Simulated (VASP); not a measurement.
Computed with r2SCAN meta-GGA, VASP's PBE PAW potentials (set 64) (plane waves; VASP).

VASP input:

POSCAR:
```
NiSb
1
    1.9830806001    -3.4007886329     0.0000000000
    1.9830806001     3.4007886329     0.0000000000
    0.0000000000     0.0000000000     5.1194273620
Ni Sb
2 2
Direct
  0.0000000000   0.0000000000   0.5000000000
  0.0000000000   0.0000000000   0.0000000000
  0.3333330000   0.6666670000   0.2500000000
  0.6666670000   0.3333330000   0.7500000000
```

KPOINTS:
```
Automatic
0
Gamma
8 8 6
```

### INCAR
```
! general
SYSTEM =NiSb
PREC   =Accurate
ENCUT  =480   ! plane-wave cut-off (eV)
LREAL  =.FALSE.
LASPH  =.TRUE.   ! aspherical one-centre terms

! electronic loop
EDIFF  =1E-7   ! SCF stop (eV)
NELM   =100
ALGO   =Normal
LMAXMIX=4
LMIXTAU=.TRUE.

! smearing
ISMEAR =1
SIGMA  =0.1

! functional
METAGGA=R2SCAN

! ions
ISIF   =2

! output
LWAVE  =.FALSE.
LCHARG =.FALSE.
```

POTCAR, in this order: Ni Sb (PBE.64 set). Program: vasp_std.

Unless said otherwise, spin-orbit coupling is left out, though it shifts the bands of the heavy elements here.

Task: What does the run give for the energy per atom (σ→0), largest force, band gap (on the k-mesh)?

Result: 
The energy per atom (σ→0) is -19.088 eV/atom and the band gap (on the k-mesh) comes out as none (metal, semimetal or under 0.01 eV). The largest force is 0.058 eV/Å.

**OSZICAR**
```
...
DAV:  12    -0.763530158046E+02   -0.15575E-02   -0.74828E-03  3600   0.117E+00    0.921E-02
DAV:  13    -0.763534480382E+02   -0.43223E-03   -0.71917E-04  3344   0.373E-01    0.509E-02
DAV:  14    -0.763534520589E+02   -0.40207E-05   -0.50891E-05  3946   0.743E-02    0.142E-02
DAV:  15    -0.763534617153E+02   -0.96564E-05   -0.28358E-05  3585   0.838E-02    0.616E-03
DAV:  16    -0.763534635091E+02   -0.17938E-05   -0.23865E-06  3425   0.236E-02    0.363E-03
DAV:  17    -0.763534633856E+02    0.12345E-06   -0.35347E-07  2944   0.833E-03    0.143E-03
DAV:  18    -0.763534634684E+02   -0.82802E-07   -0.21463E-07  2292   0.581E-03
   1 F= -.76353463E+02 E0= -.76353238E+02  d E =-.675943E-03
```

The compound is NiSb in the NiAs type structure. This cell was strained or had an atom moved on purpose. The run is not spin-polarised, so no magnetic state was tried.
